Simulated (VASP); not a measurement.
Wanted: the native input for a VASP 6.6.1 run.

| Quantity | Value |
| --- | --- |
| Task | relaxation of cell and atoms |
| Functional | LDA |
| Potentials or basis | VASP PAW LDA potentials, release 64 (Si, C) |
| Cutoff | 520 eV |
| k mesh | 12 × 12 × 12 |
| Occupations | gaussian, width 0.02 eV |
| Spin | no spin polarisation |
| Further INCAR settings | ALGO = Fast; EDIFF = 1e-07; IBRION = 2; EDIFFG = -0.002; NSW = 80; ISIF = 3 |

The structure of SiC lies in POSCAR:

```
SiC
1.0
    0.0000000000      2.1790000000      2.1790000000
    2.1790000000      0.0000000000      2.1790000000
    2.1790000000      2.1790000000      0.0000000000
Si C
1 1
Direct
    0.0000000000      0.0000000000      0.0000000000
    0.2500000000      0.2500000000      0.2500000000
```

One way to write it, as run:

INCAR

```
ALGO = Fast ; EDIFF = 1E-7
EDIFFG = -0.002 ; ENCUT = 520
IBRION = 2 ; ISIF = 3
ISMEAR = 0 ; LASPH = T
LCHARG = F ; LREAL = F
LWAVE = F ; NELM = 80
NSW = 80 ; PREC = Accurate
SIGMA = 0.02
```

KPOINTS

```
k-points
0
Gamma
  12 12 12
```

Potentials or basis: VASP PAW LDA potentials, release 64 (Si, C).

Launch:

```console
$ cat potpaw_LDA.64/Si/POTCAR potpaw_LDA.64/C/POTCAR > POTCAR
$ mpirun -np 1 vasp_std > vasp.out
```

It gave:

```yaml
Relaxed_volume: 10.16 Å³/atom
Relaxed_cell: a = 3.063 Å, b = 3.063 Å, c = 3.063 Å, α = 60.00°, β = 60.00°, γ = 60.00°
Space_group_after_relaxing_to_0.05_Å: F-43m (No. 216)
Energy_gained_by_relaxing: 2.4 meV/atom
Ionic_steps: 3
Pressure_after_relaxing: 0.0 GPa
Band_gap_on_the_k_mesh: 1.29 eV, indirect (least direct gap 4.52 eV)
```

Run time: 26 s on 1 thread of AMD EPYC 7R13 Processor (Zen 3), on a shared host, peak memory 0.1 GiB.
